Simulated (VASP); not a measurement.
Consider the following.

```yaml
crystal:
  lattice:
    - [3.97252, 0.00000, 0.00000]
    - [-1.98626, 3.44031, 0.00000]
    - [0.00000, 0.00000, 5.44691]
  atoms:
    - { symbol: Mn, position: [0.00000, 0.00000, 0.50000] }
    - { symbol: Mn, position: [0.00000, 0.00000, 0.00000] }
    - { symbol: Sn, position: [0.33333, 0.66667, 0.25000] }
    - { symbol: Sn, position: [0.66667, 0.33333, 0.75000] }
```

The numbers are results of PBEsol GGA, VASP's PBE PAW potentials (set 64) (plane waves; VASP 6.6.1), not measurements. Numerical set-up: 400 eV cut-off, 10×10×7 Γ-centred mesh, tetrahedra with Blöchl corrections, potentials Mn_pv Sn_d.

The run has a spin-polarised start.

**Question.** The job: MnSn (space group P6_3/mmc), 4 atoms, PBEsol, static run, 400 eV, 10×10×7 Γ-centred mesh. Roughly how much core time does it take on a busy server core?

**Answer.** About 8 core-minutes (one run on a shared machine, a rough figure). It had 56 irreducible k-points, 35 bands, up to 1374 plane waves and 21 electronic steps.

The structure comes from a computed database's MnSn entry (P6_3/mmc); how it stands against other phases isn't given here. It was relaxed first, which changed the volume by -6 %.
